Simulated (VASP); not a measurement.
Computed with PBE GGA, VASP's PBE PAW potentials (set 64) (plane waves; VASP).

A VASP calculation is set up with these files.

**INCAR**
```
SYSTEM = MgO
PREC = Accurate
ENCUT = 480
EDIFF = 1E-6
NELM = 100
ALGO = Normal
LREAL = .FALSE.
LASPH = .TRUE.
ISMEAR = 0
SIGMA = 0.05
GGA = PE
LWAVE = .FALSE.
LCHARG = .FALSE.
IBRION = 2
ISIF = 3
NSW = 60
EDIFFG = -0.01
```

File KPOINTS:
```
Automatic
0
gamma
  10 10 10
0 0 0
```

### POSCAR
```
MgO
1.0
  0.0000000000   2.1217397540   2.1217397540
  2.1217397540   0.0000000000   2.1217397540
  2.1217397540   2.1217397540   0.0000000000
Mg O
1 1
direct
  0.0000000000   0.0000000000   0.0000000000
  0.5000000000   0.5000000000   0.5000000000
```

POTCAR, in this order: Mg O (PBE.64 set). Program: vasp_std.

The resulting files:

OUTCAR:
```
 ion  position               nearest neighbor table
   1  0.000  0.000  0.000-   2 2.12   2 2.12   2 2.12   2 2.12   2 2.12   2 2.12
   2  0.500  0.500  0.500-   1 2.12   1 2.12   1 2.12   1 2.12   1 2.12   1 2.12
  LATTYP: Found a face centered cubic cell.
 ALAT       =     4.2434795080
 Subroutine PRICEL returns:
 Original cell was already a primitive cell.
 Subroutine GETGRP returns: Found 48 space group operations
The static configuration has the point symmetry O_h .
The dynamic configuration has the point symmetry O_h .
 Subroutine INISYM returns: Found 48 space group operations
 Subroutine IBZKPT returns following result:
 Found     47 irreducible k-points:

 Following reciprocal coordinates:
            Coordinates               Weight
  0.000000  0.000000  0.000000      1.000000
  0.100000  0.000000  0.000000      8.000000
  0.200000  0.000000  0.000000      8.000000
  0.300000  0.000000  0.000000      8.000000
  0.400000  0.000000  0.000000      8.000000
  0.500000  0.000000  0.000000      4.000000
  0.100000  0.100000  0.000000      6.000000
  0.200000  0.100000  0.000000     24.000000
  0.300000  0.100000  0.000000     24.000000
  0.400000  0.100000  0.000000     24.000000
  0.500000  0.100000  0.000000     24.000000
 -0.400000  0.100000  0.000000     24.000000
 -0.300000  0.100000  0.000000     24.000000
 -0.200000  0.100000  0.000000     24.000000
 -0.100000  0.100000  0.000000     12.000000
  0.200000  0.200000  0.000000      6.000000
  0.300000  0.200000  0.000000     24.000000
  0.400000  0.200000  0.000000     24.000000
  0.500000  0.200000  0.000000     24.000000
 -0.400000  0.200000  0.000000     24.000000
 -0.300000  0.200000  0.000000     24.000000
 -0.200000  0.200000  0.000000     12.000000
  0.300000  0.300000  0.000000      6.000000
  0.400000  0.300000  0.000000     24.000000
...
```

**OSZICAR**
```
       N       E                     dE             d eps       ncg     rms          rms(c)
DAV:   1     0.691332289775E+01    0.69133E+01   -0.46097E+03   936   0.819E+02
DAV:   2    -0.132241805415E+02   -0.20138E+02   -0.19722E+02   904   0.125E+02
DAV:   3    -0.134682100194E+02   -0.24403E+00   -0.24403E+00  1040   0.146E+01
DAV:   4    -0.134685519289E+02   -0.34191E-03   -0.34191E-03   984   0.485E-01
DAV:   5    -0.134685520091E+02   -0.80193E-07   -0.80193E-07   976   0.710E-03    0.719E+00
DAV:   6    -0.119336644661E+02    0.15349E+01   -0.10207E+01   752   0.223E+01    0.230E+00
DAV:   7    -0.119183596139E+02    0.15305E-01   -0.50026E-02   792   0.263E+00    0.132E+00
DAV:   8    -0.119127275935E+02    0.56320E-02   -0.25407E-02   776   0.240E+00    0.160E-01
DAV:   9    -0.119126268818E+02    0.10071E-03   -0.40002E-04  1024   0.178E-01    0.760E-02
DAV:  10    -0.119127372323E+02   -0.11035E-03   -0.14054E-04   784   0.124E-01    0.536E-03
DAV:  11    -0.119127374186E+02   -0.18623E-06   -0.93139E-07   960   0.868E-03
   1 F= -.11912737E+02 E0= -.11912737E+02  d E =-.119127E+02
```

File OUTCAR:
```
------------------------ aborting loop because EDIFF is reached ----------------------------------------
  FORCE on cell =-STRESS in cart. coord.  units (eV):
  Direction    XX          YY          ZZ          XY          YZ          ZX
  --------------------------------------------------------------------------------------
  Total        0.0106510      0.0106510      0.0106510     -0.0000000      0.0000000     -0.0000000
  in kB        0.8932958      0.8932958      0.8932958     -0.0000000      0.0000000     -0.0000000
  external PRESSURE =       0.8932958 kB  Pullay stress =       0.0000000 kB
  volume of cell :       19.10
      direct lattice vectors                 reciprocal lattice vectors
     0.000000000  2.121739754  2.121739754    -0.235655668  0.235655668  0.235655668
     2.121739754  0.000000000  2.121739754     0.235655668 -0.235655668  0.235655668
     2.121739754  2.121739754  0.000000000     0.235655668  0.235655668 -0.235655668
  FREE ENERGIE OF THE ION-ELECTRON SYSTEM (eV)
  ---------------------------------------------------
  free  energy   TOTEN  =       -11.9127374186 eV

  energy  without entropy=      -11.9127374186  energy(sigma->0) =      -11.91273742

 reached required accuracy - stopping structural energy minimisation
```
(Selected blocks of OUTCAR.)

The compound is MgO in the rock salt structure. It was relaxed first. The start is the result of an earlier pass.
